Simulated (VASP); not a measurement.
Crystal: Cd.

```
Cd
1.0
     2.97887    0.00000    0.00000
    -1.48944    2.57978    0.00000
     0.00000    0.00000    5.61765
Cd
2
Cartesian
  0.0000 1.7199 1.4044
  1.4894 0.8599 4.2132
```

| Property | Result |
| --- | --- |
| Program | VASP 6.6.1 |
| Task | relaxation of cell and atoms |
| Functional | PBEsol |
| Potentials or basis | VASP PAW PBE potentials, release 64 (Cd) |
| Cutoff | 600 eV |
| k mesh | 18 × 18 × 8 |
| Occupations | methfessel-paxton, width 0.1 eV |
| Spin | no spin polarisation |

At the start: pressure -1.4 GPa; volume 21.59 Å³/atom.

Question: How do energy, volume and symmetry change on relaxing?

Answer: Over 4 steps the energy falls by 2.2 meV/atom and the volume is 21.12 Å³/atom (-2.2 %); space group P6_3/mmc (No. 194, to 0.05 Å).

Step by step:
```csv
step,energy change (eV),largest force (eV/Å),pressure (GPa),volume (Å³)
1,0.0000,0.0000,-1.36,43.17
2,-0.0043,0.0000,0.25,42.04
3,-0.0044,0.0000,0.07,42.19
4,-0.0044,0.0000,-0.04,42.23
```

Final structure:
```yaml
crystal:
  lattice:
    - [2.95439, 0.00000, 0.00000]
    - [-1.47720, 2.55858, 0.00000]
    - [0.00000, 0.00000, 5.58689]
  atoms:
    - { symbol: Cd, position: [0.33333, 0.66667, 0.25000] }
    - { symbol: Cd, position: [0.66667, 0.33333, 0.75000] }
```

Caveat: the PAW data sets were made with another functional, which shifts forces and pressure a little.
